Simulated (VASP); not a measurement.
Output of a VASP run:

OSZICAR:
```
       N       E                     dE             d eps       ncg     rms          rms(c)
DAV:   1     0.763289948493E+02    0.76329E+02   -0.59434E+03   528   0.749E+02
DAV:   2    -0.917566770187E+00   -0.77247E+02   -0.74077E+02   605   0.216E+02
DAV:   3    -0.381657740200E+01   -0.28990E+01   -0.28891E+01   605   0.443E+01
DAV:   4    -0.384655639924E+01   -0.29979E-01   -0.29977E-01   755   0.399E+00
DAV:   5    -0.384662035115E+01   -0.63952E-04   -0.63952E-04   615   0.166E-01    0.648E+00
DAV:   6    -0.365278289554E+01    0.19384E+00   -0.46558E-01   580   0.928E+00    0.529E+00
DAV:   7    -0.364618550833E+01    0.65974E-02   -0.93215E-02   580   0.227E+00    0.208E+00
DAV:   8    -0.364553502135E+01    0.65049E-03   -0.89796E-03   535   0.122E+00    0.503E-01
DAV:   9    -0.364554665006E+01   -0.11629E-04   -0.79347E-04   610   0.330E-01    0.106E-01
DAV:  10    -0.364557652393E+01   -0.29874E-04   -0.90352E-05   566   0.900E-02    0.472E-02
DAV:  11    -0.364559053543E+01   -0.14011E-04   -0.29033E-05   535   0.429E-02    0.230E-02
DAV:  12    -0.364558969730E+01    0.83813E-06   -0.36376E-06   610   0.144E-02
   1 F= -.36455897E+01 E0= -.36448503E+01  d E =-.364559E+01
       N       E                     dE             d eps       ncg     rms          rms(c)
DAV:   1    -0.375729992404E+01   -0.11171E+00   -0.21810E+00   555   0.175E+01    0.238E+00
DAV:   2    -0.366038002816E+01    0.96920E-01   -0.26053E-01   545   0.748E+00    0.720E-01
DAV:   3    -0.365108159483E+01    0.92984E-02   -0.28932E-02   535   0.157E+00    0.718E-01
DAV:   4    -0.364983175723E+01    0.12498E-02   -0.31914E-03   550   0.460E-01    0.111E-01
DAV:   5    -0.364972952097E+01    0.10224E-03   -0.52691E-04   553   0.289E-01    0.112E-01
DAV:   6    -0.364974793851E+01   -0.18418E-04   -0.10431E-04   570   0.105E-01    0.479E-02
DAV:   7    -0.364974277707E+01    0.51614E-05   -0.15428E-05   560   0.485E-02    0.861E-03
DAV:   8    -0.364974411538E+01   -0.13383E-05   -0.22477E-06   544   0.113E-02    0.388E-03
DAV:   9    -0.364974427253E+01   -0.15715E-06   -0.14210E-07   375   0.350E-03
   2 F= -.36497443E+01 E0= -.36490279E+01  d E =-.415458E-02
       N       E                     dE             d eps       ncg     rms          rms(c)
DAV:   1    -0.365059558923E+01   -0.85147E-03   -0.16657E-02   545   0.155E+00    0.225E-01
DAV:   2    -0.364987612228E+01    0.71947E-03   -0.18663E-03   540   0.621E-01    0.692E-02
DAV:   3    -0.364979972026E+01    0.76402E-04   -0.20945E-04   540   0.140E-01    0.694E-02
DAV:   4    -0.364978539086E+01    0.14329E-04   -0.23833E-05   550   0.368E-02    0.116E-02
DAV:   5    -0.364978381990E+01    0.15710E-05   -0.39399E-06   500   0.243E-02    0.101E-02
DAV:   6    -0.364978357428E+01    0.24562E-06   -0.65194E-07   335   0.821E-03
   3 F= -.36497836E+01 E0= -.36490652E+01  d E =-.419388E-02
```

**OUTCAR**
```
------------------------ aborting loop because EDIFF is reached ----------------------------------------
  FORCE on cell =-STRESS in cart. coord.  units (eV):
  Direction    XX          YY          ZZ          XY          YZ          ZX
  --------------------------------------------------------------------------------------
  Total        0.0082112      0.0082112      0.0082112     -0.0000000      0.0000000      0.0000000
  in kB        0.1798708      0.1798708      0.1798708     -0.0000000      0.0000000      0.0000000
  external PRESSURE =       0.1798708 kB  Pullay stress =       0.0000000 kB
  volume of cell :       73.14
      direct lattice vectors                 reciprocal lattice vectors
    -0.000000000  3.319260204  3.319260204    -0.150635976  0.150635976  0.150635976
     3.319260204  0.000000000  3.319260204     0.150635976 -0.150635976  0.150635976
     3.319260204  3.319260204 -0.000000000     0.150635976  0.150635976 -0.150635976
 POSITION                                       TOTAL-FORCE (eV/Angst)
 -----------------------------------------------------------------------------------
      0.00000      0.00000      0.00000         0.000000      0.000000      0.000000
      1.65963      1.65963      1.65963        -0.000000     -0.000000     -0.000000
 -----------------------------------------------------------------------------------
    total drift:                               -0.000000     -0.000000     -0.000000
  FREE ENERGIE OF THE ION-ELECTRON SYSTEM (eV)
  ---------------------------------------------------
  free  energy   TOTEN  =        -3.6497835743 eV

  energy  without entropy=       -3.6483468500  energy(sigma->0) =       -3.64906521

 reached required accuracy - stopping structural energy minimisation
```
(Selected blocks of OUTCAR.)

File POSCAR:
```
HgTe
1
    0.0000000000     3.3452570000     3.3452570000
    3.3452570000     0.0000000000     3.3452570000
    3.3452570000     3.3452570000     0.0000000000
Hg Te
1 1
Direct
  0.0000000000   0.0000000000   0.0000000000
  0.2500000000   0.2500000000   0.2500000000
```

Reconstruct the remaining input files.

One answer among several that fit: the input of the run itself, PBE GGA, plane waves, VASP's PBE PAW potentials (set 64).

### INCAR
```
SYSTEM = HgTe
PREC = Accurate; ENCUT = 300; LREAL = .FALSE.
LASPH = .TRUE.
EDIFF = 1E-6; NELM = 100; ALGO = Normal
LMAXMIX = 6
ISMEAR = 0; SIGMA = 0.2
GGA = PE
IBRION = 2; NSW = 50; ISIF = 3
EDIFFG = -0.01
LWAVE = .FALSE.; LCHARG = .FALSE.
```

**KPOINTS**
```
Automatic mesh
0
Gamma
7 7 7
0 0 0
```

POTCAR, in this order: Hg Te (PBE.64 set). Program: vasp_std.

Energy and stress use the plane-wave basis of the starting cell.

The structure comes from a computed database's HgTe entry; how it stands against other phases isn't given here. This run relaxes it. Symmetry was kept, so distortions that lower it aren't found. The run is one of a series of settings (EDIFFG = -0.01, IBRION = 2, ISIF = 3, NSW = 50 against the base run), some of them coarse on purpose.
